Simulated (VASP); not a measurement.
These are optB88-vdW, VASP's PBE PAW potentials (set 64) (plane waves; VASP) values and carry that method's errors.

The input files of a VASP run:

**KPOINTS**
```
Automatic mesh
0
Gamma
5 5 7
0 0 0
```

### POSCAR
```
TiO2
1.0
  4.5947056162   0.0000000000   0.0000000000
  0.0000000000   4.5947056162   0.0000000000
  0.0000000000   0.0000000000   2.9437175501
Ti O
2 4
Direct
  0.0000000000   0.0000000000   0.0000000000
  0.5000000000   0.5000000000   0.5000000000
  0.3042739315   0.3042739315   1.0000000000
  0.8042739315   0.1957260685   0.5000000000
  0.1957260685   0.8042739315   0.5000000000
  0.6957260685   0.6957260685   0.0000000000
```

### INCAR
```
SYSTEM = TiO2
PREC = Accurate
ENCUT = 520
EDIFF = 1E-6
NELM = 100
ALGO = Normal
LREAL = .FALSE.
LASPH = .TRUE.
ISMEAR = 0
SIGMA = 0.05
GGA = BO
PARAM1 = 0.1833333333
PARAM2 = 0.22
LUSE_VDW = .TRUE.
AGGAC = 0.0
LMAXMIX = 4
LWAVE = .FALSE.
LCHARG = .FALSE.
IBRION = 2
ISIF = 3
NSW = 60
EDIFFG = -0.02
```

POTCAR, in this order: Ti_sv O (PBE.64 set). Program: vasp_std.

Energy and stress use the plane-wave basis of the starting cell.

Task: Estimate the energy per atom (σ→0), volume per atom, band gap (on the k-mesh).

Result: 
The energy per atom (σ→0) comes out as -7.008 eV/atom and the band gap (on the k-mesh) is 1.79 eV. The volume per atom comes out as 10.57 Å^3/atom.

**OSZICAR**
```
...
   4 F= -.42048324E+02 E0= -.42048324E+02  d E =-.212584E-01
       N       E                     dE             d eps       ncg     rms          rms(c)
DAV:   1    -0.420485969524E+02   -0.27368E-03   -0.71718E-02  1392   0.196E+00    0.100E-01
DAV:   2    -0.420485705698E+02    0.26383E-04   -0.18080E-03  1548   0.372E-01    0.589E-02
DAV:   3    -0.420485090403E+02    0.61529E-04   -0.20501E-04  1656   0.110E-01    0.200E-02
DAV:   4    -0.420485072388E+02    0.18015E-05   -0.50887E-05  2072   0.456E-02    0.143E-02
DAV:   5    -0.420485069458E+02    0.29304E-06   -0.70355E-06  1588   0.253E-02
   5 F= -.42048507E+02 E0= -.42048507E+02  d E =-.183221E-03
```

The compound is TiO2 in the rutile structure. This run relaxes it. Symmetry was kept, so distortions that lower it aren't found. The start is the result of an earlier pass.
